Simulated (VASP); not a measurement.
CoGa (CsCl type): the lattice constant a from VASP (plane waves, PAW) at several levels of theory. Static lattice.

```
level                  lattice constant a (Å)
---------------------  ----------------------
revPBE                                  2.901
RPBE                                    2.908
AM05                                    2.837
PW91                                    2.884
PBE-D3 (zero damping)                   2.850
PBE-D3(BJ)                              2.851
PBE-D4                                  2.847
optB88-vdW                              2.874
optB86b-vdW                             2.856
vdW-DF2                                 2.951
rev-vdW-DF2                             2.859
vdW-DF-cx                               2.843
TPSS                                    2.849
revTPSS                                 2.835
MS2                                     2.836
r2SCAN+rVV10                            2.836
```

The cell of the revPBE run:

```
CELL_PARAMETERS angstrom
      2.90109     0.00000     0.00000
      0.00000     2.90109     0.00000
      0.00000     0.00000     2.90109
ATOMIC_POSITIONS crystal
  Ga 0.50000 0.50000 0.50000
  Co 0.00000 0.00000 0.00000
```

Only levels that ran to the end are used. Left out are those held back, those with too coarse a band path, GW runs whose mesh misses a band edge, hybrids' fits of cells that aren't cubic and levels without matching references; a question may draw on a part of the rest.

The compound is CoGa in the CsCl type structure.
